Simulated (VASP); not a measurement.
All values below come from LDA (Ceperley-Alder, Perdew-Zunger), VASP's LDA PAW potentials (set 64) (plane waves; VASP).

VASP ran on this input.

File POSCAR:
```
Mo2N
1
   -2.1486370000     2.1486370000     4.0140460000
    2.1486370000    -2.1486370000     4.0140460000
    2.1486370000     2.1486370000    -4.0140460000
Mo N
4 2
Direct
  0.9855330000   0.5048950000   0.5041640000
  0.2346730000   0.2320690000   0.0067030000
  0.7767480000   0.7659610000   0.0041450000
  0.5104080000  -0.0018530000   0.4930190000
  0.2428840000   0.7442800000   0.4933460000
  0.4997530000   0.5046470000  -0.0013770000
```

### KPOINTS
```
Automatic mesh
0
Gamma
7 7 7
0 0 0
```

### INCAR
```
LASPH = T
PREC = Accurate
EDIFF = 1E-6   ! SCF stop (eV)
LWAVE = F
NELM = 100
LMAXMIX = 4
LCHARG = F
ISMEAR = -1
ISIF = 2   ! forces and stress, cell fixed
ALGO = Normal   ! blocked Davidson
ENCUT = 400
LREAL = F   ! projection in real space or not
SIGMA = 0.1   ! width (eV)
SYSTEM = Mo2N
```

POTCAR, in this order: Mo_sv N (LDA.64 set). Program: vasp_std.

Output of the run:

### OUTCAR
```
 ion  position               nearest neighbor table
   1  0.986  0.505  0.504-   5 2.04   6 2.13   6 2.17   3 2.75   2 2.84   3 2.85   2 2.90   4 2.95
                             2 2.98   4 3.01   3 3.04   2 3.05   4 3.08   3 3.13   4 3.14
   2  0.235  0.232  0.007-   5 2.13   5 2.17   6 2.19   4 2.79   4 2.80   1 2.84   1 2.90   1 2.98
                             3 3.03   3 3.05   1 3.05   4 3.06   3 3.06   3 3.08   4 3.13
   3  0.777  0.766  0.004-   5 2.11   6 2.14   5 2.21   1 2.75   1 2.85   4 2.86   4 2.89   4 2.98
                             4 3.02   2 3.03   1 3.04   2 3.05   2 3.06   2 3.08   1 3.13
   4  0.510  0.998  0.493-   5 2.09   6 2.10   6 2.20   2 2.79   2 2.80   3 2.86   3 2.89   1 2.95
                             3 2.98   1 3.01   3 3.02   2 3.06   1 3.08   2 3.13   1 3.14
   5  0.243  0.744  0.493-   1 2.04   4 2.09   3 2.11   2 2.13   2 2.17   3 2.21
   6  0.500  0.505  0.999-   4 2.10   1 2.13   3 2.14   1 2.17   2 2.19   4 2.20
  LATTYP: Found a body centered tetragonal cell.
 ALAT       =     4.2972740000
 C/A-ratio  =     1.8681824803
 Subroutine PRICEL returns:
 Original cell was already a primitive cell.
 Subroutine GETGRP returns: Found  1 space group operations
The static configuration has the point symmetry C_1 .
The dynamic configuration has the point symmetry C_1 .
 Subroutine INISYM returns: Found  1 space group operations
 Subroutine IBZKPT returns following result:
 Found    172 irreducible k-points:

 Following reciprocal coordinates:
            Coordinates               Weight
  0.000000  0.000000  0.000000      1.000000
  0.142857  0.000000 -0.000000      2.000000
  0.000000  0.142857 -0.000000      2.000000
  0.000000  0.142857 -0.142857      2.000000
  0.142857  0.000000 -0.142857      2.000000
  0.285714  0.000000  0.000000      2.000000
  0.000000  0.285714  0.000000      2.000000
  0.000000  0.285714 -0.285714      2.000000
  0.285714  0.000000 -0.285714      2.000000
  0.428571  0.000000  0.000000      2.000000
  0.000000  0.428571  0.000000      2.000000
  0.000000  0.428571 -0.428571      2.000000
  0.428571  0.000000 -0.428571      2.000000
  0.142857  0.142857  0.000000      2.000000
  0.000000  0.285714 -0.142857      2.000000
  0.142857  0.142857 -0.285714      2.000000
  0.285714  0.000000 -0.142857      2.000000
  0.285714  0.142857  0.000000      2.000000
  0.000000  0.428571 -0.142857      2.000000
  0.142857  0.285714 -0.428571      2.000000
  0.428571  0.000000 -0.285714      2.000000
 -0.285714 -0.142857  0.428571      2.000000
  0.000000 -0.428571  0.285714      2.000000
 -0.142857 -0.285714  0.000000      2.000000
 -0.428571  0.000000  0.142857      2.000000
  0.428571  0.142857 -0.000000      2.000000
 -0.000000 -0.428571 -0.142857      2.000000
  0.142857  0.428571  0.428571      2.000000
 -0.428571  0.000000 -0.428571      2.000000
 -0.428571 -0.142857 -0.428571      2.000000
 -0.000000  0.428571  0.428571      2.000000
 -0.142857 -0.428571  0.000000      2.000000
  0.428571  0.000000  0.142857      2.000000
 -0.428571  0.142857  0.000000      2.000000
  0.000000 -0.285714 -0.142857      2.000000
  0.142857 -0.428571  0.285714      2.000000
 -0.285714  0.000000  0.428571      2.000000
  0.428571 -0.142857 -0.285714      2.000000
 -0.000000  0.285714 -0.428571      2.000000
 -0.142857  0.428571  0.000000      2.000000
   k-points           NKPTS =    172   k-points in BZ     NKDIM =    172   number of bands    NBANDS=     39
   number of dos      NEDOS =    301   number of ions     NIONS =      6
   total plane-waves  NPLWV =  46656
   dimension x,y,z NGX =    36 NGY =   36 NGZ =   36
   dimension x,y,z NGXF=    72 NGYF=   72 NGZF=   72
   ions per type =               4   2
   PREC   = accura    normal or accurate (medium, high low for compatibility)
   ISTART =      0    job   : 0-new  1-cont  2-samecut
   ICHARG =      2    charge: 1-file 2-atom 10-const
   ISPIN  =      1    spin polarized calculation?
...
```

### OSZICAR
```
       N       E                     dE             d eps       ncg     rms          rms(c)
DAV:   1     0.711449186869E+03    0.71145E+03   -0.35482E+04 13696   0.147E+03
DAV:   2    -0.352193966732E+02   -0.74667E+03   -0.72901E+03 14493   0.510E+02
DAV:   3    -0.758519543833E+02   -0.40633E+02   -0.39741E+02 18076   0.107E+02
DAV:   4    -0.766755765202E+02   -0.82362E+00   -0.81629E+00 16007   0.128E+01
DAV:   5    -0.766929640748E+02   -0.17388E-01   -0.17364E-01 16374   0.163E+00    0.464E+01
DAV:   6    -0.698972428481E+02    0.67957E+01   -0.54420E+01 16770   0.351E+01    0.122E+01
DAV:   7    -0.692063008983E+02    0.69094E+00   -0.41726E+00 16511   0.987E+00    0.813E+00
DAV:   8    -0.691500991938E+02    0.56202E-01   -0.65118E-01 16254   0.500E+00    0.147E+00
DAV:   9    -0.691257973276E+02    0.24302E-01   -0.16372E-01 17083   0.291E+00    0.767E-01
DAV:  10    -0.691223961662E+02    0.34012E-02   -0.74797E-02 16849   0.144E+00    0.452E-01
DAV:  11    -0.691198934993E+02    0.25027E-02   -0.15715E-02 17060   0.747E-01    0.168E-01
DAV:  12    -0.691197135234E+02    0.17998E-03   -0.32278E-03 17748   0.367E-01    0.755E-02
DAV:  13    -0.691196604468E+02    0.53077E-04   -0.56564E-04 17010   0.107E-01    0.329E-02
DAV:  14    -0.691196638739E+02   -0.34272E-05   -0.46888E-05 17043   0.498E-02    0.219E-02
DAV:  15    -0.691196590188E+02    0.48551E-05   -0.34508E-05 14223   0.320E-02    0.502E-03
DAV:  16    -0.691196590284E+02   -0.95852E-08   -0.97721E-07  8778   0.633E-03
   1 F= -.69119659E+02 E0= -.69049727E+02  d E =-.139865E+00
```

### OUTCAR
```
------------------------ aborting loop because EDIFF is reached ----------------------------------------
  FORCE on cell =-STRESS in cart. coord.  units (eV):
  Direction    XX          YY          ZZ          XY          YZ          ZX
  --------------------------------------------------------------------------------------
  Total       -9.6335872     -9.7930376     -9.3215413     -0.0741790      0.2640962     -0.5084153
  in kB     -208.2237095   -211.6701254   -201.4790399     -1.6033317      5.7082681    -10.9890657
  external PRESSURE =    -207.1242916 kB  Pullay stress =       0.0000000 kB
  volume of cell :       74.13
      direct lattice vectors                 reciprocal lattice vectors
    -2.148637000  2.148637000  4.014046000     0.000000000  0.232705664  0.124562598
     2.148637000 -2.148637000  4.014046000     0.232705664  0.000000000  0.124562598
     2.148637000  2.148637000 -4.014046000     0.232705664  0.232705664  0.000000000
 POSITION                                       TOTAL-FORCE (eV/Angst)
 -----------------------------------------------------------------------------------
      0.05055      2.11598      3.95891        -0.282103      0.411961     -0.575007
      0.00881      0.02000      1.84662        -0.067447     -0.155157      1.220552
     -0.01427      0.03208      6.17587        -0.076226     -0.451186     -0.966072
      2.10729      0.01134      4.07641         0.517818     -0.019863      0.083216
      2.13734     -0.01730      1.98221         0.084290      0.218144      0.499716
      2.15619      2.13516      0.02319        -0.176331     -0.003899     -0.262406
 -----------------------------------------------------------------------------------
    total drift:                                0.000050     -0.000010      0.000040
  FREE ENERGIE OF THE ION-ELECTRON SYSTEM (eV)
  ---------------------------------------------------
  free  energy   TOTEN  =       -69.1196590284 eV

  energy  without entropy=      -68.9797944117  energy(sigma->0) =      -69.04972672
```
(Selected blocks of OUTCAR.)

At this cut-off the stress carries a Pulay error, which pulls relaxed volumes low.

The structure comes from a computed database's Mo2N entry (I4_1/amd); how it stands against other phases isn't given here. The cell was not relaxed at this level, atoms are displaced from their ideal sites.
